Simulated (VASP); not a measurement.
A run of VASP 6.6.1 is set up as follows.

File INCAR:

```
SYSTEM = Be18Ga
PREC = Accurate ; ENCUT = 520
EDIFF = 1E-7 ; ISMEAR = -1
SIGMA = 0.05 ; LREAL = Auto
LASPH = .True. ; NELM = 100
ALGO = Normal ; ISIF = 2
LWAVE = .False. ; LCHARG = .False.
GGA = PS ; NBANDS = 40
```

KPOINTS

```
Automatic mesh
0
Gamma
  4 3 1
  0 0 0
```

File POSCAR:

```
Be18Ga
1.0
    4.5800000000      0.0000000000      0.0000000000
    3.4350000000      5.9495950000      0.0000000000
    0.0000000000      0.0000000000     15.5884300000
Be Ga
18 1
Direct
    0.0000000000      0.0000000000      0.0641500780
    0.5000000000      0.0000000000      0.0641500780
    0.0000000420      0.3333332773      0.0641500780
    0.5000000420      0.3333332773      0.0641500780
   -0.0000000420      0.6666667227      0.0641500780
    0.4999999580      0.6666667227      0.0641500780
   -0.1714929520      0.2253306317      0.1805800199
    0.3363512645      0.2231467856      0.1815495210
   -0.1672950963      0.5586237383      0.1831009922
    0.3314923926      0.5562602160      0.1826228812
   -0.1676535646      0.8869689449      0.1804372859
    0.3333039477      0.8906229752      0.1801037693
   -0.0072199248      0.0001005110      0.2917860875
    0.5013576560     -0.0013723623      0.2972818302
    0.0003064595      0.3301066711      0.2992015232
    0.4985595150      0.3322883322      0.3008533252
   -0.0010210078      0.6671904558      0.3011185219
    0.4956890824      0.6686806413      0.3000957762
    0.1760169767      1.0026548026      0.4356212909
```

Potentials or basis: VASP PAW PBE potentials, release 64 (Be, Ga_d).

Run with:

```console
$ cat potpaw_PBE.64/Be/POTCAR potpaw_PBE.64/Ga_d/POTCAR > POTCAR
$ mpirun -np 1 vasp_std > vasp.out
```

(1) Predict the band gap on the k mesh.

(2) Estimate the largest force.

Results:

(1) none (metal or under the smearing width).

(2) 0.149 eV/Å.

Caveat: the k mesh is coarse (spacing up to 0.40 Å⁻¹), so the values aren't converged; the PAW data sets were made with another functional, which shifts forces and pressure a little.
